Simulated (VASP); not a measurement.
Output of a VASP run:

File OUTCAR:
```
 ion  position               nearest neighbor table
   1  0.333  0.667  0.000-   4 2.36   4 2.36   4 2.36   3 2.36
   2  0.667  0.333  0.500-   3 2.36   3 2.36   3 2.36   4 2.36
   3  0.333  0.667  0.375-   2 2.36   2 2.36   2 2.36   1 2.36
   4  0.667  0.333  0.875-   1 2.36   1 2.36   1 2.36   2 2.36
  LATTYP: Found a hexagonal cell.
 ALAT       =     3.8438645047
 C/A-ratio  =     1.6393973970
 Subroutine PRICEL returns:
 Original cell was already a primitive cell.
 Subroutine GETGRP returns: Found 12 space group operations
The static configuration has the point symmetry C_3v.
 The point group associated with its full space group is C_6v.
The dynamic configuration has the point symmetry C_3v.
 Subroutine INISYM returns: Found 12 space group operations
 Subroutine IBZKPT returns following result:
 Found     21 irreducible k-points:

 Following reciprocal coordinates:
            Coordinates               Weight
  0.000000  0.000000  0.000000      1.000000
  0.166667  0.000000  0.000000      6.000000
  0.333333  0.000000  0.000000      6.000000
  0.500000  0.000000  0.000000      3.000000
  0.166667  0.166667  0.000000      6.000000
  0.333333  0.166667  0.000000     12.000000
  0.333333  0.333333  0.000000      2.000000
  0.000000  0.000000  0.250000      2.000000
  0.166667  0.000000  0.250000     12.000000
  0.333333  0.000000  0.250000     12.000000
  0.500000  0.000000  0.250000      6.000000
  0.166667  0.166667  0.250000     12.000000
  0.333333  0.166667  0.250000     24.000000
  0.333333  0.333333  0.250000      4.000000
  0.000000  0.000000  0.500000      1.000000
  0.166667  0.000000  0.500000      6.000000
  0.333333  0.000000  0.500000      6.000000
  0.500000  0.000000  0.500000      3.000000
  0.166667  0.166667  0.500000      6.000000
  0.333333  0.166667  0.500000     12.000000
  0.333333  0.333333  0.500000      2.000000
   k-points           NKPTS =     21   k-points in BZ     NKDIM =     21   number of bands    NBANDS=     22
   number of dos      NEDOS =    301   number of ions     NIONS =      4
   total plane-waves  NPLWV =  32928
   dimension x,y,z NGX =    28 NGY =   28 NGZ =   42
   dimension x,y,z NGXF=    56 NGYF=   56 NGZF=   84
   ions per type =               2   2
   PREC   = accura    normal or accurate (medium, high low for compatibility)
   ISTART =      0    job   : 0-new  1-cont  2-samecut
   ICHARG =      2    charge: 1-file 2-atom 10-const
   ISPIN  =      1    spin polarized calculation?
   LNONCOLLINEAR =      F non collinear calculations
   LSORBIT =      F    spin-orbit coupling
   INIWAV =      1    electr: 0-lowe 1-rand  2-diag
   ENCUT  =  400.0 eV  29.40 Ry    5.42 a.u.   6.27  6.27 10.28*2*pi/ulx,y,z
   NELM   =    100;   NELMIN=  2; NELMDL= -5     # of ELM steps
   EDIFF  = 0.1E-05   stopping-criterion for ELM
   LREAL  =      F    real-space projection
   NLSPLINE    = F    spline interpolate recip. space projectors
   LMAXMIX     =    4 max onsite mixed and CHGCAR
   VOSKOWN=      0    Vosko Wilk Nusair interpolation
   EDIFFG = 0.1E-04   stopping-criterion for IOM
   NSW    =      0    number of steps for IOM
   NBLOCK =      1;   KBLOCK =      1    inner block; outer block
   IBRION =     -1    ionic relax: 0-MD 1-quasi-New 2-CG
   NFREE  =      0    steps in history (QN), initial steepest desc. (CG)
   ISIF   =      2    stress and relaxation
   ISYM   =      2    0-nonsym 1-usesym 2-fastsym
   TEIN   =    0.0    initial temperature
   TEBEG  =    0.0;   TEEND  =   0.0 temperature during run
   SMASS  =  -3.00    Nose mass-parameter (am)
   PSTRESS=    0.0 pullay stress
   NELECT =      36.0000    total number of electrons
   EFERMI =   0.00;   METHOD = LEGACY
   ISMEAR =     0;   SIGMA  =   0.05  broadening in eV -4-tet -1-fermi 0-gaus
   IALGO  =     38    algorithm
   LDIAG  =      T    sub-space diagonalisation (order eigenvalues)
   IMIX   =      4    mixing-type and parameters
     AMIX     =   0.40;   BMIX     =  1.00
     AMIX_MAG =   1.60;   BMIX_MAG =  1.00
...
```

OSZICAR:
```
       N       E                     dE             d eps       ncg     rms          rms(c)
DAV:   1     0.214081427968E+03    0.21408E+03   -0.15213E+04   924   0.165E+03
DAV:   2     0.422203706298E+01   -0.20986E+03   -0.20521E+03  1002   0.339E+02
DAV:   3    -0.141487957181E+02   -0.18371E+02   -0.18301E+02  1092   0.108E+02
DAV:   4    -0.145359795673E+02   -0.38718E+00   -0.38668E+00  1098   0.159E+01
DAV:   5    -0.145437187641E+02   -0.77392E-02   -0.77384E-02  1118   0.223E+00    0.965E+00
DAV:   6    -0.136703715267E+02    0.87335E+00   -0.20185E+00  1468   0.429E+01    0.753E+00
DAV:   7    -0.137042745506E+02   -0.33903E-01   -0.19525E+00   966   0.799E+00    0.329E+00
DAV:   8    -0.136864338919E+02    0.17841E-01   -0.12722E-01  1256   0.482E+00    0.110E+00
DAV:   9    -0.136872333654E+02   -0.79947E-03   -0.19932E-02  1252   0.267E+00    0.282E-01
DAV:  10    -0.136874038409E+02   -0.17048E-03   -0.15220E-03  1044   0.415E-01    0.180E-01
DAV:  11    -0.136876467386E+02   -0.24290E-03   -0.30662E-04  1032   0.117E-01    0.747E-02
DAV:  12    -0.136876561707E+02   -0.94322E-05   -0.24175E-05  1266   0.706E-02    0.154E-02
DAV:  13    -0.136876582722E+02   -0.21015E-05   -0.37705E-06   938   0.187E-02    0.863E-03
DAV:  14    -0.136876588095E+02   -0.53732E-06   -0.12933E-06   812   0.135E-02
   1 F= -.13687659E+02 E0= -.13687659E+02  d E =-.144230E-13
```

### OUTCAR
```
------------------------ aborting loop because EDIFF is reached ----------------------------------------
  FORCE on cell =-STRESS in cart. coord.  units (eV):
  Direction    XX          YY          ZZ          XY          YZ          ZX
  --------------------------------------------------------------------------------------
  Total        0.0031261      0.0031261     -0.0002992      0.0000000      0.0000000      0.0000000
  in kB        0.0621140      0.0621140     -0.0059451      0.0000000      0.0000000      0.0000000
  external PRESSURE =       0.0394276 kB  Pullay stress =       0.0000000 kB
  volume of cell :       80.63
      direct lattice vectors                 reciprocal lattice vectors
     3.843864505  0.000000000  0.000000000     0.260154852  0.150200496  0.000000000
    -1.921932252  3.328883814  0.000000000     0.000000000  0.300400992  0.000000000
     0.000000000  0.000000000  6.301621464     0.000000000  0.000000000  0.158689316
  FREE ENERGIE OF THE ION-ELECTRON SYSTEM (eV)
  ---------------------------------------------------
  free  energy   TOTEN  =       -13.6876588095 eV

  energy  without entropy=      -13.6876588095  energy(sigma->0) =      -13.68765881
```
(Selected blocks of OUTCAR.)

POSCAR:
```
ZnS
1
    3.8438645047     0.0000000000     0.0000000000
   -1.9219322523     3.3288838136     0.0000000000
    0.0000000000     0.0000000000     6.3016214635
Zn S
2 2
Direct
  0.3333330000   0.6666670000   0.0002090553
  0.6666670000   0.3333330000   0.5002090553
  0.3333330000   0.6666670000   0.3747909447
  0.6666670000   0.3333330000   0.8747909447
```

Problem. Reconstruct the remaining input files.

Solution. Several could match; the one computed here: the input of the run itself, PBE GGA, plane waves, VASP's PBE PAW potentials (set 64).

**INCAR**
```
SYSTEM = ZnS
PREC = Accurate; ENCUT = 400; LREAL = .FALSE.
LASPH = .TRUE.
EDIFF = 1E-6; NELM = 100; ALGO = Normal
LMAXMIX = 4
ISMEAR = 0; SIGMA = 0.05
GGA = PE
LWAVE = .TRUE.; LCHARG = .FALSE.
```

KPOINTS:
```
K-points
0
Gamma
 6 6 4
```

POTCAR, in this order: Zn S (PBE.64 set). Program: vasp_std.

The structure comes from a computed database's ZnS entry (P6_3mc); how it stands against other phases isn't given here. It was relaxed first.
